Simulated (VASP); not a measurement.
Wanted: the native input for a VASP 6.6.1 run.

* Task: relaxation of cell and atoms
* Functional: r2SCAN
* Potentials or basis: VASP PAW PBE potentials, release 64 (Ti_sv, Al, C)
* Cutoff: 600 eV
* k mesh: 12 × 12 × 2
* Occupations: gaussian, width 0.03 eV
* Spin: no spin polarisation
* Further INCAR settings: ALGO = Normal; EDIFF = 1e-06; IBRION = 2; EDIFFG = -0.01; NSW = 90; ISIF = 3

The structure of Ti4AlC3 lies in POSCAR:

```
Ti4AlC3
1.0
    3.0600000000      0.0000000000      0.0000000000
   -1.5300000000      2.6500377400      0.0000000000
    0.0000000000      0.0000000000     23.6100000000
Ti Al C
8 2 6
Direct
    0.3333333300      0.6666666700      0.0560000000
    0.6666666700      0.3333333300      0.9440000000
    0.6666666700      0.3333333300      0.5560000000
    0.3333333300      0.6666666700      0.4440000000
    0.0000000000      0.0000000000      0.1520000000
    0.0000000000      0.0000000000      0.8480000000
    0.0000000000      0.0000000000      0.6520000000
    0.0000000000      0.0000000000      0.3480000000
    0.3333333300      0.6666666700      0.2500000000
    0.6666666700      0.3333333300      0.7500000000
    0.0000000000      0.0000000000      0.0000000000
    0.0000000000      0.0000000000      0.5000000000
    0.6666666700      0.3333333300      0.1106000000
    0.3333333300      0.6666666700      0.8894000000
    0.3333333300      0.6666666700      0.6106000000
    0.6666666700      0.3333333300      0.3894000000
```

The cell comes from a database or a generator and needn't be the stable form of this composition.

The input as run:

INCAR

```
SYSTEM = Ti4AlC3
ALGO = Normal
EDIFF = 1E-6
EDIFFG = -0.01
ENCUT = 600
IBRION = 2
ISIF = 3
ISMEAR = 0
KPAR = 4
LASPH = .True.
LCHARG = .False.
LMIXTAU = .True.
LREAL = .False.
LWAVE = .False.
METAGGA = R2SCAN
NELM = 80
NSW = 90
PREC = Accurate
SIGMA = 0.03
```

KPOINTS

```
k-points
0
Gamma
  12 12 2
  0 0 0
```

Potentials or basis: VASP PAW PBE potentials, release 64 (Ti_sv, Al, C).

Launch:

```bash
$ cat potpaw_PBE.64/Ti_sv/POTCAR potpaw_PBE.64/Al/POTCAR potpaw_PBE.64/C/POTCAR > POTCAR
$ mpirun -np 4 vasp_std > vasp.out
```

It gave:

* Relaxed volume: 12.07 Å³/atom
* Relaxed cell: a = 3.076 Å, b = 3.076 Å, c = 23.567 Å, α = 90.00°, β = 90.00°, γ = 120.00°
* Space group after relaxing (to 0.05 Å): P6_3/mmc (No. 194)
* Energy gained by relaxing: 65.9 meV/atom
* Ionic steps: 14
* Pressure after relaxing: 0.0 GPa
* Largest force after relaxing: 0.004 eV/Å
* Band gap on the k mesh: none (metal or under the smearing width)

Caveat: the PAW data sets were made with another functional, which shifts forces and pressure a little.

It took 77 min on 4 MPI ranks on Intel(R) Xeon(R) 6975P-C (Granite Rapids), on a shared host, peak memory 0.75 GiB a rank.
